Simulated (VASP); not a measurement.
Given:

```yaml
crystal:
  lattice:
    - [2.71166, 0.00000, 0.00000]
    - [-1.35583, 2.34837, 0.00000]
    - [0.00000, 0.00000, 4.24266]
  atoms:
    - { symbol: V, position: [0.00000, 0.00000, 0.00000] }
    - { symbol: Ga, position: [0.33333, 0.66667, 0.50000] }
```

Level of theory: LDA (Ceperley-Alder, Perdew-Zunger), VASP's LDA PAW potentials (set 64) (plane waves; VASP). Run with 400 eV cut-off, 14×14×8 Γ-centred mesh, first-order Methfessel-Paxton smearing of 0.10 eV, potentials V_sv Ga_d.

Q: Predict the energy per atom (σ→0), band gap (on the k-mesh) with the smallest direct gap where there is one.

A: 
- band gap (on the k-mesh) = none (metal, semimetal or under 0.01 eV)
- energy per atom (σ→0) = -6.922 eV/atom

Total energies compare only between runs with the same potentials, cut-off and functional.

The structure comes from a computed database's VGa entry (P-6m2); how it stands against other phases isn't given here. It was relaxed first, which changed the volume by -7 %. The start is the result of an earlier pass. The run is not spin-polarised, so no magnetic state was tried.
